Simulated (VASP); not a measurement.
Consider the following.

```yaml
crystal:
  lattice:
    - [2.86000, 0.00000, 0.00000]
    - [0.00000, 2.86000, 0.00000]
    - [0.00000, 0.00000, 2.86000]
  atoms:
    - { symbol: Al, position: [0.50000, 0.50000, 0.50000] }
    - { symbol: Co, position: [0.00000, 0.00000, 0.00000] }
```

These are PBE GGA + U (Dudarev), VASP's PBE PAW potentials (set 64) (plane waves; VASP) values and carry that method's errors. Numerical set-up: 400 eV cut-off, 11×11×11 Γ-centred mesh, first-order Methfessel-Paxton smearing of 0.10 eV, potentials Al Co, U − J: Co 3.00 eV.

Give the stress tensor in GPa (positive for a compressed cell).

```
-6.07   0.00   0.00
 0.00  -6.07   0.00
 0.00   0.00  -6.07
```
The pressure is its mean diagonal, -6.07 GPa.

The compound is CoAl in the CsCl type structure. The cell was not relaxed at this level. The run is one of a series of settings (LDAU = .TRUE., LDAUJ = 0 0, LDAUL = -1 2, LDAUTYPE = 2, LDAUU = 0 3.0 against the base run), some of them coarse on purpose. The run is not spin-polarised, so no magnetic state was tried.
